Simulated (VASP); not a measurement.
```
CELL_PARAMETERS angstrom
      2.54834     0.00000     0.00000
      0.00000     2.54834     0.00000
      0.00000     0.00000     2.54834
ATOMIC_POSITIONS crystal
  Cr 0.00000 0.00000 0.00000
  B  0.50000 0.50000 0.50000
```

Level of theory: PBEsol GGA, VASP's PBE PAW potentials (set 64) (plane waves; VASP). Run with 520 eV cut-off, Gaussian smearing of 0.050 eV, potentials Cr_pv B.

### Question
Give the energies of bands 4 to 10 at the high-symmetry points, in eV from the Fermi level.

### Answer

```json
[
 {"band": "4", "Γ": "-12.60", "X": "-7.94", "M": "-7.79", "R": "-6.01"},
 {"band": "5", "Γ": "-3.03", "X": "-7.53", "M": "-3.36", "R": "-6.01"},
 {"band": "6", "Γ": "-3.03", "X": "-2.14", "M": "-3.36", "R": "-6.01"},
 {"band": "7", "Γ": "1.46", "X": "-1.41", "M": "-2.16", "R": "0.04"},
 {"band": "8", "Γ": "1.46", "X": "-1.41", "M": "0.08", "R": "2.78"},
 {"band": "9", "Γ": "1.46", "X": "1.67", "M": "0.08", "R": "2.78"},
 {"band": "10", "Γ": "3.95", "X": "3.14", "M": "2.69", "R": "7.31"}
]
```

It has no gap at this level: it comes out as a metal or semimetal.

The structure was generated: CrB was put into the CsCl type type (Pm-3m), which need not be its known phase. It was relaxed first, which changed the volume by -32 %. The run is not spin-polarised, so no magnetic state was tried. The electron count is odd and the run is not spin-polarised, which forces a metal.
